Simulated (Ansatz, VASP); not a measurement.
# One calculation of SrZrO2, two programs

```xyz
8
Lattice="4.9107 0.0000 0.0000 0.0000 4.9107 0.0000 0.0000 0.0000 4.7801" Properties=species:S:1:pos:R:3 pbc="T T T"
Sr    2.4554    0.0000    4.7800
Sr    0.0000    2.4554    0.0000
Zr    0.0000    0.0000    2.3900
Zr    2.4554    2.4554    2.3900
O     2.4554    0.0000    2.3899
O     0.0000    2.4554    2.3902
O     0.0000    0.0000    0.0000
O     2.4554    2.4554    0.0000
```

Alike in both runs: functional PBE; k mesh 3 × 3 × 2; occupations gaussian, width 0.15 eV; no spin polarisation.

Ansatz relaxed the structure, and its values are those at the end. VASP's run is a single point on that final structure, the one shown.

|  | VASP | Ansatz |
| --- | --- | --- |
| version | VASP 6.6.1 | Ansatz 0.2.0 |
| potentials or method | VASP PAW PBE potentials, release 64 (Sr_sv, Zr_sv, O) | scalar-relativistic, plane waves, PAW |
| plane-wave cutoff (eV) | 520 | 420 |
| valence electrons in the cell | 68 | 68 |

|  | VASP | Ansatz | Ansatz less VASP |
| --- | --- | --- | --- |
| gap on the k mesh at the Fermi level (eV) | none | none | - |
| pressure (GPa) | 0.4 | -0.3 | -0.70 |

A gap of «none» marks a metal or a gap that the smearing closes.

Caveats: the k mesh is coarse (spacing up to 0.66 Å⁻¹), so the values aren't converged.
